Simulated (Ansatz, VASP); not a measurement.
# Cross-check of Ag (Silver) between VASP and Ansatz

Wanted: the spread between two codes on one cell, functional and k mesh.

Calculated with Ansatz 0.2.0; plane waves, with VASP 6.6.1 beside it; relaxation of cell and atoms at r2SCAN with rVV10.

## 1. The starting structure

Symmetry: Fm-3m, No. 225, cubic system. Conventional cell: a = 4.085 Å, b = 4.085 Å, c = 4.085 Å, α = 90.00°, β = 90.00°, γ = 90.00°. Nearest to Ag lie 12 Ag at 2.89 Å.

## 2. Ansatz: relaxation of cell and atoms, r2SCAN with rVV10

Ansatz runs on its default PAW (the set named soft_2) files.

The relaxed volume is the usual yardstick between codes: its relative difference is about their pressure difference at one cell divided by the bulk modulus.

input.yaml

```yaml
crystal:
  lattice:
    - [0.0, 2.04275, 2.04275]
    - [2.04275, 0.0, 2.04275]
    - [2.04275, 2.04275, 0.0]
  atoms:
    - { symbol: Ag, position: [0.0, 0.0, 0.0] }
hamiltonian:
  xc: r2scan
  pseudopotentials: { kind: paw }
  dispersion: rvv10
kpoints:
  mp_grid: { grid: [8, 8, 8] }
scf:
  occupations: { method: fermi_dirac, width: 0.05 }
relax:
  f_tol: 0.01
  max_steps: 60
  cell: { stress_tol: 0.05 }
output:
  forces: true
  stress: true
```

The run is started by

```bash
> ansatz run input.yaml --threads 4 --pin off --max-ram 9216MiB --backend cpu --events-out ev --progress --plain --runs-dir out
```

Numbers of over 12 decimals in the logs are rounded to 6 here.

Log:

```text
Engine: ansatz 0.2.0, x86_64-unknown-linux-gnu
Pseudopotentials: kind: paw
Pseudopotential: Ag, paw, valence charge 19, recommended cutoff 500 eV (meta_gga), Ag.paw.azcp
Functional definition: r2SCAN+rVV10
  parameter k0 = 0.174
  parameter k1 = 0.065
  parameter a1 = 4.9479
  exchange = r2scan_x(k0 = k0, k1 = k1, a1 = a1)
  correlation = r2scan_c + rvv10(11.95, 0.0093)
Crystal: 1 atoms, lattice volume = 17.048 Å³
Basis set: ecut = 500 eV, 411 PW (Γ), exchange–correlation on 96×96×96 points (64 copies of the dense FFT grid, shifted against one another)
Bands: 14, of which v1, the nominal top of the filled ones, is band 10 counted from 1 (9 counted from 0)
Symmetry: 48 space group operations
Space group: Fm-3m (ITA 225), of the structure as read, at distance tolerance 2.6e-5 Å
k-points: 29 of 512
Non-local potential: Ag, projectors of the file, l = 0: 3, l = 1: 2, l = 2: 2, l = 3: 1
PAW form: soft (Blöchl's): semilocal exchange-correlation on the pseudo side does not see the compensation charge
rVV10 density: all electrons in the spheres
PAW frozen core: Ag, regenerated for the run's functional (the file was generated under x = pbe(κ = 0.804, μ = 0.219515), c = pbe(β = 0.066725))
PAW one-centre angular grid: Ag, 590 points (default); XC on 160 Gauss nodes
Initial density: superposition of atomic densities (neutral atoms: chi_scale 0, normalization atom), corrected by the library's trained network
Initial wavefunctions: pseudopotential atomic-orbital guess
Functional: x = r2scan, c = r2scan + rvv10(b = 11.95, C = 0.0093); τ floored in thin density (d = 2e-4 eV/Å³)
SCF iter   1: F=—  HF=-7602.176650 eV  |F-HF|=—  |Δ(HF+E_count)|=         —  Δρ=9.58e-3  dr2=1.31e-2  dr2_τ=5.92e-4  ethr=1.77e-3  ⟨swp⟩=4.7  Hψ=2094  notcnv=0
preconditioner: auto → none  [insulator: Δε(μ)=0.543 eV  Ē_g=17.094 eV  σ=0.050 eV  W_gap=0.86  n_scr=8 (ndim 8)  ℏωp=29.8 eV  f_vac=0.000  D(μ)=0.47/eV (n_scr^D=0)  ε∞_Penn≈4.0]
SCF iter   2: F=—  HF=-7602.175575 eV  |F-HF|=—  |Δ(HF+E_count)|=   1.08e-3  Δρ=5.45e-3  dr2=1.74e-3  dr2_τ=4.75e-4  ethr=6.91e-5  ⟨swp⟩=2.3  Hψ=853  notcnv=0  defer=9
SCF iter   3: F=—  HF=-7602.175353 eV  |F-HF|=—  |Δ(HF+E_count)|=   2.22e-4  Δρ=2.13e-3  dr2=3.82e-4  dr2_τ=2.07e-5  ethr=9.16e-6  ⟨swp⟩=2.4  Hψ=617  notcnv=0  defer=9
SCF iter   4: F=—  HF=-7602.175316 eV  |F-HF|=—  |Δ(HF+E_count)|=   3.75e-5  Δρ=7.79e-4  dr2=4.80e-5  dr2_τ=5.22e-6  ethr=2.01e-6  ⟨swp⟩=1.0  Hψ=397  notcnv=0  defer=9
SCF iter   5: F=—  HF=-7602.175303 eV  |F-HF|=—  |Δ(HF+E_count)|=   1.24e-5  Δρ=1.52e-4  dr2=1.88e-6  dr2_τ=2.06e-7  ethr=2.53e-7  ⟨swp⟩=1.1  Hψ=413  notcnv=0  defer=9
SCF iter   6: F=-7602.175304 eV  HF=-7602.175304 eV  |F-HF|=8.92e-8  |Δ(HF+E_count)|=   4.32e-7  Δρ=1.90e-5  dr2=3.30e-8  dr2_τ=3.39e-9  ethr=5.26e-10  ⟨swp⟩=2.7  Hψ=1393  notcnv=0
SCF 1 converged in 6 iterations: F = -7602.175304 eV  dr2 = 3.30e-8
  greatest PAW one-centre occupation: 1.000 electrons in one spin orbital (limit 2), on the Ag atom at site 0 (counted from 0), in its partial waves of l = 1
relax step   1: F+E_penalty+E_count = -7602.17530372 eV  Δ(F+E_penalty+E_count) = +0.000e0 eV  max|allowed force component| = 0.000e0 eV/Å  Δτ_max = 0.0000 Å  P = -0.180 GPa  Ω = 17.048 Å³  (6 SCF iters, dr2 threshold 1.00e-7 eV, accepted)
[...]
relax step   2: F+E_penalty+E_count = -7602.17534046 eV  Δ(F+E_penalty+E_count) = -3.674e-5 eV  max|allowed force component| = 0.000e0 eV/Å  Δτ_max = 0.0000 Å  P = +0.149 GPa  Ω = 16.997 Å³  energy of the carried Pulay correction = +3.162e-5 eV  (6 SCF iters, dr2 threshold 8.13e-8 eV, accepted)
[...]
relax step   3: F+E_penalty+E_count = -7602.17533683 eV  Δ(F+E_penalty+E_count) = +3.626e-6 eV  max|allowed force component| = 0.000e0 eV/Å  Δτ_max = 0.0000 Å  P = +0.000 GPa  Ω = 17.020 Å³  energy of the carried Pulay correction = +1.732e-5 eV  (5 SCF iters, dr2 threshold 5.55e-8 eV, accepted)
[...]
relax step   4: F+E_penalty+E_count = -7602.17533677 eV  Δ(F+E_penalty+E_count) = +6.009e-8 eV  max|allowed force component| = 0.000e0 eV/Å  Δτ_max = 0.0000 Å  P = -0.001 GPa  Ω = 17.020 Å³  stress off target by 1.08e-3 GPa  SCF on the basis re-selected at this cell (its energy is not comparable with the rows above)  (4 SCF iters)
basis re-selected at this cell: Δ(F+E_penalty+E_count) = +6.009e-8 eV, ΔP = -0.001 GPa vs the last step (what re-selecting the basis moved, of the pressure what is left beyond the Pulay correction that the steps carried, after the strain that the cell walked since its last selection, with what the two solves' SCF thresholds leave and, on support functions, any second-order correction that the steps lacked; it is no measure of the basis error at this ecutwfc). This SCF's stress stands 1.08e-3 GPa from its target on what of the cell is left free (relax.cell.stress_tol is 5.00e-2 GPa) and its largest allowed force component is 0.00e0 eV/Å (relax.f_tol is 1.00e-2 eV/Å): [rest of the remark cut]
SCF converged after 4 iterations
Free energy (F): -7602.175337 eV
Harris-Foulkes:  -7602.175337 eV  (|F-HF|=5.46e-12)
Internal energy: -7602.171270 eV  (E = F + TS)
E sigma→0 (E₀):  -7602.173304 eV
Entropy (-TS):   -0.004066 eV (-4.066 meV/atom)
Fermi energy:    17.156356 eV
--- Per-component energies (eV) ---
  E_band       = -253.817590
  E_kinetic    = 528.199586
  E_local      = -2194.647116  (includes V_loc(G=0)·N_el)
  E_nonlocal   = 81.054286
  E_hartree    = 1001.200675
  E_xc         = -176.856136
  E_vxc        = -262.723439  (∫ρ·V_xc dr)
  E_paw        = -3922.200596  (= ΣΔE_a)
  E_vpaw       = -427.036811  (= ΣTr[D̂ρ^β])
  E_aug_tail   = 0.000061  (compensation charges beyond the density's cutoff)
  E_vtau       = 18.934296  (kinetic-family band-sum trace: ∫τ·v_τ [+ j·A + Jᵃ·Aᵃ] dr)
  E_ewald      = -2918.412719
  E_core_change = -0.509311  (= ΣΔE_core)
  E_smearing   = -0.004066  (= −TS)
  E_closure    = 0.000000  (closes the sum)
  Σ components = -7602.175337   (vs F -7602.175337, Δ=0.00e0)
--- Forces (eV/Å), atoms counted from 1 ---
  atom   1  Ag    -0.00000000    -0.00000000     0.00000000
  max |Σ_I F_I| component: 5.96e-32 eV/Å
--- Stress (GPa, compression-positive) ---
       -0.001078      -0.000000      -0.000000
       -0.000000      -0.001078      -0.000000
       -0.000000      -0.000000      -0.001078
  P = ⅓ Tr σ = -0.0011 GPa (-0.011 kbar)
--- Relaxed structure (3 steps of the walk, 3 accepted, 1 SCFs on fresh bases) ---
  F+E_penalty+E_count = -7602.17533677 eV   max|allowed force component| = 0.000e0 eV/Å   (the final SCF, on the basis selected at the relaxed cell)
  cell:  # Å, volume = 17.0202 Å³
    - [0, 2.041637, 2.041637]
    - [2.041637, 0, 2.041637]
    - [2.041637, 2.041637, 0]
  atoms:
    - { symbol: Ag, position: [0.0, 0.0, 0.0] }
```

Wall time 1.4 s (4 threads of Intel Xeon 6975P-C (Granite Rapids), shared host); peak memory 0.42 GiB; 4.3 s of CPU time.

(Part 1 of 2 ends here.)

[Lines on the potential files, build, host, timing and source positions are cut from VASP's logs without a mark.]

[Logs are printed without paths, hosts, clocks, repeated set-up lines and the standing remarks that a program may print on its own settings, such as how far it seeks lower states.]

[Hosts, paths, dates, database ids (printed as entryN), source tags and the programs' standing remarks are cut or masked in the printed files.]
